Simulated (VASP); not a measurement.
Consider the following.

```
CELL_PARAMETERS angstrom
      0.00000     2.62533     2.62533
      2.62533     0.00000     2.62533
      2.62533     2.62533     0.00000
ATOMIC_POSITIONS crystal
  Li 0.00000 0.00000 0.00000
  Cl 0.50000 0.50000 0.50000
```

Computed with RPBE GGA, VASP's PBE PAW potentials (set 64) (plane waves; VASP). Settings: 520 eV cut-off, 10×10×10 Γ-centred mesh, tetrahedra with Blöchl corrections, potentials Li_sv Cl.

What does the run give for the energy per atom (σ→0), band gap (on the k-mesh) with the smallest direct gap where there is one?

```
Property                                      Value
-----------------------------------  --------------
band gap (on the k-mesh)                    6.22 eV
smallest direct gap (on the k-mesh)         6.22 eV
energy per atom (σ→0)                -3.513 eV/atom
```

Total energies compare only between runs with the same potentials, cut-off and functional.

The compound is LiCl in the rock salt structure. It was relaxed first, which changed the volume by +7 %.
